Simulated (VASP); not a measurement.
TiC: energy against the displacement of an atom

TiC (rock salt, Fm-3m, 9.904 Å³/atom and stress up to 0.17 GPa in the relaxed cell, cube axes along x, y and z) under a displacement u of the C atom at (2.148, 2.148, 2.148) Å, one of 2 in the cell, and of all its periodic images, along (0, 0, 1). PBEsol in VASP (plane waves, PAW), 600 eV, 18×18×18 Γ-centred mesh, Methfessel-Paxton smearing 0.10 eV; the cell and the other atoms are held.

Here q stands for square of the displacement and y for E less E0.

```csv
square of the displacement (Å²),E less E0 (meV/cell)
0.0000,0.0
0.0004,2.0
0.0016,8.1
0.0049,24.9
0.0324,?
```

The 4 complete rows are fitted with a straight line, y against q. Means: q 0.0017250, y 8.75. About the means, the sum of products is 0.075395 and the sum of squares of q is 1.4827e-5; the slope is their ratio. Least squares gives y = -0.02 + 5085·q. Residuals (row less fit): 0.02, -0.01, -0.02, 0.00; standard error 0.02 (degrees of freedom: 2). The runs give the same energy for u and −u. Twice the slope is the force constant of this zone-centre displacement, 10.17 ± 0.01 eV/Å².

Q: Predict the withheld y at q = 0.0324 from the fit, and compare with the calculation.

A: y = -0.02 + 5085 × 0.0324 = 164.73 meV/cell. The calculation gives 163.8 meV/cell, 0.93 meV/cell below the prediction (0.6 % of the range of y in the table). The row lies outside the fitted rows, so this is an extrapolation. The scatter of the fitted rows lies at the last printed digit.

A polynomial of degree 2 through the 6 other runs of the series gives 160.7 there. In a metal these values are sensitive to mesh and smearing; energies are taken to zero smearing, stresses follow the free energy. The runs aren't spin-polarised. Rows are the converged runs of the series near zero and its far end, less any whose ions stayed unrelaxed beside relaxed ones; series whose fitted rows scatter by over a few per cent of the range, as at a crossing or softening among them, aren't shown in this form. Most that stay on the fit to the last digits aren't either.
